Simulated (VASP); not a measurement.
An input for Quantum ESPRESSO's pw.x (written as the equivalent of a VASP run, and not itself run):

```
&CONTROL
  calculation = 'vc-relax'
  pseudo_dir = './pseudo'
  outdir = './out'
  tprnfor = .true.
  tstress = .true.
  nstep = 60
  forc_conv_thr = 0.00039
/
&SYSTEM
  ibrav = 0
  nat = 2
  ntyp = 2
  ecutwfc = 80
  occupations = 'smearing'
  smearing = 'gaussian'
  degauss = 0.003675
  input_dft = 'vdw-df-obk8'
/
&ELECTRONS
  conv_thr = 7.3e-08
  electron_maxstep = 100
/
&IONS
/
&CELL
/
ATOMIC_SPECIES
  Ga 69.723 Ga.upf
  Sb 121.760 Sb.upf
CELL_PARAMETERS angstrom
     0.0000000    3.0500000    3.0500000
     3.0500000    0.0000000    3.0500000
     3.0500000    3.0500000    0.0000000
ATOMIC_POSITIONS crystal
  Ga   0.0000000  0.0000000  0.0000000
  Sb   0.2500000  0.2500000  0.2500000
K_POINTS automatic
  7 7 7 0 0 0
```

Problem. Translate this input to VASP (INCAR, KPOINTS, POSCAR, choice of POTCAR).

Solution. Several could match; the one computed here: 
KPOINTS:
```
Automatic mesh
0
Gamma
7 7 7
0 0 0
```

**POSCAR**
```
GaSb
1.0
  0.0000000000   3.0500000000   3.0500000000
  3.0500000000   0.0000000000   3.0500000000
  3.0500000000   3.0500000000   0.0000000000
Ga Sb
1 1
Cart
  0.0000000000   0.0000000000   0.0000000000
  1.5250000000   1.5250000000   1.5250000000
```

INCAR:
```
# general
SYSTEM   = GaSb
PREC     = Accurate
ENCUT    = 520   # plane-wave cut-off (eV)
LREAL    = F   # projection in real space or not
LASPH    = T

# electronic loop
EDIFF    = 1E-6   # SCF stop (eV)
NELM     = 100
ALGO     = Normal
LMAXMIX  = 4

# smearing
ISMEAR   = 0
SIGMA    = 0.05

# functional
GGA      = BO
LUSE_VDW = T
AGGAC    = 0.0
PARAM1   = 0.1833333333
PARAM2   = 0.22

# ions
IBRION   = 2
NSW      = 60   # most ionic steps
ISIF     = 3
EDIFFG   = -0.01

# output
LWAVE    = F
LCHARG   = F
```

POTCAR, in this order: Ga_d Sb (PBE.64 set). Program: vasp_std.

The two are equivalent in intent, not identical: the potentials are each code's own (VASP's PAW set, PseudoDojo norm-conserving files in pw.x), so ENCUT and ecutwfc are chosen apart and not converted; conv_thr bounds pw.x's estimated SCF error, while EDIFF bounds the energy change between steps; forc_conv_thr acts on force components and is met together with etot_conv_thr.

The compound is GaSb in the zinc blende structure. This run relaxes it. Symmetry was kept, so distortions that lower it aren't found.
